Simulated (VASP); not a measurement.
Data:

```yaml
crystal:
  lattice:
    - [-1.58342, 1.58342, 2.06663]
    - [1.58342, -1.58342, 2.06663]
    - [1.58342, 1.58342, -2.06663]
  atoms:
    - { symbol: H, position: [0.75000, 0.25000, 0.50000] }
    - { symbol: H, position: [0.25000, 0.75000, 0.50000] }
    - { symbol: Ti, position: [0.00000, 0.00000, 0.00000] }
```

The numbers are results of PBEsol GGA with spin-orbit coupling, VASP's PBE PAW potentials (set 64) (plane waves; VASP), not measurements. Settings: 400 eV cut-off, 12×12×12 Γ-centred mesh, Gaussian smearing of 0.050 eV, potentials H Ti_sv.

Task: Give the energies of bands 9 to 21 at the high-symmetry points, in eV from the Fermi level.

Result: 
| band | Γ | X | P | N | M | S | R |
|---|---|---|---|---|---|---|---|
| 9 | -10.69 | -5.77 | -5.71 | -7.41 | -6.53 | -6.44 | -6.17 |
| 10 | -10.69 | -5.77 | -5.71 | -7.41 | -6.53 | -6.44 | -6.17 |
| 11 | -0.38 | -5.49 | -5.68 | -5.10 | -4.35 | -4.65 | -4.99 |
| 12 | -0.38 | -5.49 | -5.68 | -5.10 | -4.35 | -4.65 | -4.99 |
| 13 | -0.37 | -3.18 | -2.08 | -0.46 | -3.09 | -2.52 | -2.26 |
| 14 | -0.37 | -3.18 | -2.08 | -0.46 | -3.09 | -2.52 | -2.26 |
| 15 | 0.02 | 2.34 | 1.32 | 0.19 | 2.57 | 1.69 | 1.00 |
| 16 | 0.02 | 2.34 | 1.32 | 0.19 | 2.57 | 1.69 | 1.00 |
| 17 | 0.86 | 2.54 | 2.35 | 2.31 | 2.61 | 2.27 | 2.70 |
| 18 | 0.86 | 2.54 | 2.35 | 2.31 | 2.61 | 2.27 | 2.70 |
| 19 | 1.30 | 2.81 | 4.31 | 2.62 | 2.64 | 3.66 | 4.00 |
| 20 | 1.30 | 2.81 | 4.31 | 2.62 | 2.64 | 3.66 | 4.00 |
| 21 | 1.88 | 7.16 | 4.31 | 5.15 | 7.12 | 4.44 | 4.38 |

It has no gap at this level: it comes out as a metal or semimetal.

The structure comes from a measured TiH2 entry (I4/mmm) of the Crystallography Open Database, whose conditions weren't checked. It was relaxed first.
